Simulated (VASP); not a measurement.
Input:

```xyz
4
Lattice="1.2527 -2.1697 0.0000 1.2527 2.1697 0.0000 0.0000 0.0000 6.8224" Properties=species:S:1:pos:R:3 pbc="T T T"
B      1.2527     0.7232     1.7056
B      1.2527    -0.7232     5.1168
N      1.2527    -0.7232     1.7056
N      1.2527     0.7232     5.1168
```

Method: PBEsol GGA, VASP's PBE PAW potentials (set 64) (plane waves; VASP). Settings: 600 eV cut-off, 10×10×4 Γ-centred mesh, Gaussian smearing of 0.050 eV, potentials B N.

Without a dispersion term in the relaxation, distances and binding between the weakly bound layers, chains or molecules are unreliable, and so is what depends on them.

**Question.** What does the run give for the energy per atom (σ→0)?

**Answer.** 
```json
{
 "energy per atom (σ→0)": "-882.3 kJ/mol of atoms"
}
```

The absolute energy has meaning only against runs of the same code, potentials and settings.

The compound is BN in the hex structure. It was relaxed first.
